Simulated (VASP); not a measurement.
Input:

```yaml
crystal:
  lattice:
    - [1.47597, 0.85215, 4.69343]
    - [-1.47597, 0.85215, 4.69343]
    - [0.00000, -1.70431, 4.69343]
  atoms:
    - { symbol: Ir, position: [0.00297, 0.00297, 0.00297] }
    - { symbol: O, position: [0.75020, 0.75020, 0.75020] }
    - { symbol: O, position: [0.58013, 0.58013, 0.58013] }
```

The numbers are results of PBEsol GGA, VASP's PBE PAW potentials (set 64) (plane waves; VASP), not measurements. Settings: 520 eV cut-off, Gaussian smearing of 0.050 eV, potentials Ir O.

Without a dispersion term in the relaxation, distances and binding between the weakly bound layers, chains or molecules are unreliable, and so is what depends on them. Unless said otherwise, spin-orbit coupling is left out, though it shifts the bands of the heavy elements here.

What does the run give for the band gap (along the path) with the smallest direct gap where there is one?

```
Quantity                                                     Result
-------------------------  ----------------------------------------
band gap (along the path)  none (metal, semimetal or under 0.01 eV)
```

The absolute energy has meaning only against runs of the same code, potentials and settings.

The structure was generated: IrO2 was put into the 3R-MoS2 type (R3m), which need not be its known phase. It was relaxed first, which changed the volume by +13 %. The electron count is odd and the run is not spin-polarised, which forces a metal.
